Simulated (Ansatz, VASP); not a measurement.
**Al2PO in VASP and in Ansatz**

The input INCAR:

```
SYSTEM = Al2PO
PREC     = Accurate       ! precision mode
ENCUT    = 520            ! plane-wave cutoff, eV
EDIFF    = 1E-6           ! SCF threshold, eV
ISMEAR   = 0              ! smearing method
SIGMA    = 0.1            ! smearing width, eV
LREAL    = .False.        ! projectors in reciprocal space
LASPH    = .True.         ! aspherical terms in the spheres
NELM     = 100            ! most SCF steps
ALGO     = Normal         ! electronic algorithm
ISIF     = 2              ! what is computed and relaxed
LWAVE    = .False.        ! write WAVECAR
LCHARG   = .True.         ! write CHGCAR
GGA      = PE             ! functional
LELF     = .True.         ! ELF
LVHAR    = .True.       
NBANDS   = 16             ! bands
```

File KPOINTS:

```
regular mesh
0
Gamma
  6 6 4
  0 0 0
```

The input POSCAR:

```
Al2PO
1.0
    3.2758741300      0.0000000000      0.0000000000
   -1.6379370700      2.8369902200      0.0000000000
    0.0000000000      0.0000000000      5.3174380400
Al P O
2 1 1
Direct
    0.6666666700      0.3333333300      0.1766096200
    0.6666666700      0.3333333300      0.8233903800
    0.3333333300      0.6666666700      0.5000000000
    0.0000000000      0.0000000000      0.0000000000
```

Input for Ansatz:

```yaml
crystal:
  lattice:
    - [3.27587413, 0.0, 0.0]
    - [-1.63793707, 2.83699022, 0.0]
    - [0.0, 0.0, 5.31743804]
  atoms:
    - { symbol: Al, position: [0.66666667, 0.33333333, 0.17660962] }
    - { symbol: Al, position: [0.66666667, 0.33333333, 0.82339038] }
    - { symbol: P, position: [0.33333333, 0.66666667, 0.5] }
    - { symbol: O, position: [0.0, 0.0, 0.0] }
basis:
  ecutwfc: 420
kpoints:
  mp_grid: { grid: [6, 6, 4] }
hamiltonian:
  xc: pbe
scf:
  occupations: { method: gaussian, width: 0.1 }
  lower_state_search: "off"
output:
  forces: true
  stress: true
  eigenvalues: true
```

Alike in both runs: task single point; functional PBE; k mesh 6 × 6 × 4; occupations gaussian, width 0.1 eV; no spin polarisation.

```csv
,VASP,Ansatz
version,VASP 6.6.1,Ansatz 0.2.0
potentials or method,"VASP PAW PBE potentials, release 64 (Al, P, O)","scalar-relativistic, plane waves, PAW"
plane-wave cutoff (eV),520,420
valence electrons in the cell,17,17
```

VASP gave:

| Property | Result |
| --- | --- |
| gap on the k mesh at the Fermi level (eV) | none |
| rms of the force components (eV/Å) | 5.651 |

Which values does Ansatz return?

gap on the k mesh at the Fermi level (eV): none; rms of the force components (eV/Å): 5.668.

Atom by atom the forces differ by 0.017 eV/Å (rms over components). A gap of «none» marks a metal or a gap that the smearing closes. The functional is the same, so the differences come from potentials, cutoffs and numerics.

Caveats: the k mesh is coarse (spacing up to 0.37 Å⁻¹), so the values aren't converged; an odd number of electrons without spin polarisation forces a metal; a magnetic or distorted state may lie lower.
